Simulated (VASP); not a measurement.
Runs of VASP 6.6.1 on Ni. It takes space group Fm-3m (No. 225, cubic). Conventional cell: a = 3.520 Å, b = 3.520 Å, c = 3.520 Å, α = 90.00°, β = 90.00°, γ = 90.00°. Around Ni (site symmetry m-3m) lie 12 Ni at 2.49 Å. The cell was built by a generator and needn't be a form met in nature.

| level | potentials or basis | spin | cutoff (eV) | gap on the mesh (eV) | pressure (GPa) | moment (μB) |
| --- | --- | --- | --- | --- | --- | --- |
| PBEsol | VASP PAW PBE potentials, release 64 (Ni) | collinear, ferromagnetic start | 520 | none | -9.9 | 0.64 |
| r2SCAN | VASP PAW PBE potentials, release 64 (Ni) | collinear, ferromagnetic start | 520 | none | (b) | 0.74 |
| PBEsol | VASP PAW PBE potentials, release 64 (Ni) | off | 520 | none | -11.2 | - |
| PBEsol | VASP PAW PBE potentials, release 64 (Ni) | collinear, ferromagnetic start | 500 | none | -9.9 | 0.64 |
| RPBE | VASP PAW PBE potentials, release 64 (Ni) | collinear, ferromagnetic start | 520 | none | 5.4 | 0.65 |
| PBEsol | VASP PAW PBE potentials, release 64 (Ni) | collinear, ferromagnetic start | 300 | none | - | 0.64 |
| PBE | VASP PAW PBE potentials, release 64 (Ni) | collinear, ferromagnetic start | 520 | none | (c) | 0.64 |
| LDA | VASP PAW LDA potentials, release 64 (Ni) | collinear, ferromagnetic start | 520 | none | (a) | 0.59 |

Alike in all rows: task single point; cell as given; k mesh 31 × 31 × 31; smearing methfessel-paxton 0.1 eV.

Question: Fill in the values left out.

Answer: (a) -17.4; (b) -6.8; (c) -0.3.

Caveats: the PAW data sets were made with another functional, which shifts forces and pressure a little (some runs); the cutoff is under 1.25 times the usual one of these potentials, so pressure, stress and relaxed cells hold a basis-set (Pulay) error (some runs); so large a pressure means that the cell lies far from this level's equilibrium, or that cutoff or potentials fall short (some runs).

A gap of «none» marks a metal or a gap under the smearing width.
